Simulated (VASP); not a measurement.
VASP ran on this input.

### INCAR
```
SYSTEM = Ni3Al
PREC = Accurate
ENCUT = 400
EDIFF = 1E-6
NELM = 100
ALGO = Normal
LREAL = .FALSE.
LASPH = .TRUE.
ISMEAR = 1
SIGMA = 0.1
GGA = PE
LMAXMIX = 4
ISPIN = 2
MAGMOM = 0.0 0.5 0.5 0.5
LORBIT = 10
LWAVE = .FALSE.
LCHARG = .FALSE.
ISIF = 2
IBRION = 0
NSW = 3
TEBEG = 300
```

File POSCAR:
```
Ni3Al
1
    3.6414000000     0.0000000000     0.0000000000
    0.0000000000     3.6414000000     0.0000000000
    0.0000000000     0.0000000000     3.6414000000
Al Ni
1 3
Direct
  0.0000000000   0.0000000000   0.0000000000
  0.0000000000   0.5000000000   0.5000000000
  0.5000000000   0.0000000000   0.5000000000
  0.5000000000   0.5000000000   0.0000000000
```

**KPOINTS**
```
Automatic mesh
0
Gamma
6 6 6
0 0 0
```

POTCAR, in this order: Al Ni (PBE.64 set). Program: vasp_std.

Output of the run:

**standard output**
```
 POSCAR found type information on POSCAR AlNi
 POSCAR found :  2 types and       4 ions
 Reading from existing POTCAR

 -----------------------------------------------------------------------------
|                                                                             |
|     EEEEEEE  RRRRRR   RRRRRR   OOOOOOO  RRRRRR      ###     ###     ###     |
|     E        R     R  R     R  O     O  R     R     ###     ###     ###     |
|     E        R     R  R     R  O     O  R     R     ###     ###     ###     |
|     EEEEE    RRRRRR   RRRRRR   O     O  RRRRRR       #       #       #      |
|     E        R   R    R   R    O     O  R   R                               |
|     E        R    R   R    R   O     O  R    R      ###     ###     ###     |
|     EEEEEEE  R     R  R     R  OOOOOOO  R     R     ###     ###     ###     |
|                                                                             |
|     Fatal error! IBRION=0, but no entry for POTIM on file INCAR. MUST       |
|     be specified!                                                           |
|                                                                             |
|       ---->  I REFUSE TO CONTINUE WITH THIS SICK JOB ... BYE!!! <----       |
|                                                                             |
 -----------------------------------------------------------------------------
```

Problem. Read the log: what went wrong, and how is it fixed?

Solution. The cause: molecular dynamics (IBRION = 0) was asked for without POTIM. VASP stops with an error: Fatal error! IBRION=0, but no entry for POTIM on file INCAR. MUST be specified! ----> I REFUSE TO CONTINUE WITH THIS SICK JOB ... BYE!!! <---- To mend it, set POTIM to the time step in fs (1 to 2 fs suits most solids). The plain static run on this cell (PBE GGA, plane waves, VASP's PBE PAW potentials (set 64)) converges, and its OSZICAR ends with
```
   1 F= -.21810534E+02 E0= -.21811075E+02  d E =0.162492E-02  mag=     0.7632
```

The compound is Ni3Al in the L1_2 structure. The cell was not relaxed at this level.
